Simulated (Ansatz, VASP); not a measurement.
Two plane-wave programs on K4Ru

```
K Ru
1.0
     5.67002    0.00000    0.00000
     0.00000    5.67002    0.00000
     0.00000    0.00000    5.67002
K Ru
4 1
Direct
  0.50000 0.00000 0.00000
  0.00000 0.50000 0.00000
  0.00000 0.00000 0.50000
  0.50000 0.50000 0.50000
  0.00000 0.00000 0.00000
```

Alike in both runs: task relaxation of cell and atoms; functional PBE; k mesh 4 × 4 × 4; occupations gaussian, width 0.1 eV; no spin polarisation.

|  | VASP | Ansatz |
| --- | --- | --- |
| version | VASP 6.6.1 | Ansatz 0.2.0 |
| potentials or method | VASP PAW PBE potentials, release 64 (K_sv, Ru_pv) | scalar-relativistic, plane waves, PAW |
| plane-wave cutoff (eV) | 600 | 420 |
| valence electrons in the cell | 50 | 52 |

```csv
,VASP,Ansatz,Ansatz less VASP
"gap on the k mesh at the Fermi level, each at its own relaxed structure (eV)",none,none,-
relaxed volume (Å³/atom),50.36,49.12,-1.238
relaxed cell length with the largest relative difference (Å),6.315,6.262,-0.0522
energy change over the relaxation (meV/atom),-139,-135,+4.0
```

A gap of «none» marks a metal or a gap that the smearing closes. The two sets of potentials don't hold the same shells in valence.

Caveats: the volume moved by over 15 % at a fixed basis, so the end points are rough (VASP).
